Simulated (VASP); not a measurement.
Energy against volume of HfO2 (fluorite). All values below come from MS2 meta-GGA, VASP's PBE PAW potentials (set 64) (plane waves; VASP). Run with 520 eV cut-off, 8×8×8 Γ-centred mesh, Gaussian smearing of 0.050 eV, potentials Hf_pv O.

```json
[
 {"V (Å³/atom)": "9.940", "E (eV/atom)": "-6.11910"},
 {"V (Å³/atom)": "10.257", "E (eV/atom)": "-6.14764"},
 {"V (Å³/atom)": "10.574", "E (eV/atom)": "-6.15691"},
 {"V (Å³/atom)": "10.891", "E (eV/atom)": "-6.14969"}
]
```

Fit these four points and predict the energy of the run at 11.209 Å³/atom.

A cubic in V^(−2/3), the third-order Birch-Murnaghan form, passes through the four points with V0 = 10.59 Å³/atom and B0 = 276 GPa, and gives -6.1283 eV/atom there. The run gave -6.1284 eV/atom, -0.1 meV/atom from the fit; all five points give B0 = 275 GPa.

The compound is HfO2 in the fluorite structure, the high-temperature cubic form, which is unstable at 0 K; the monoclinic form is the stable one. It was relaxed first.
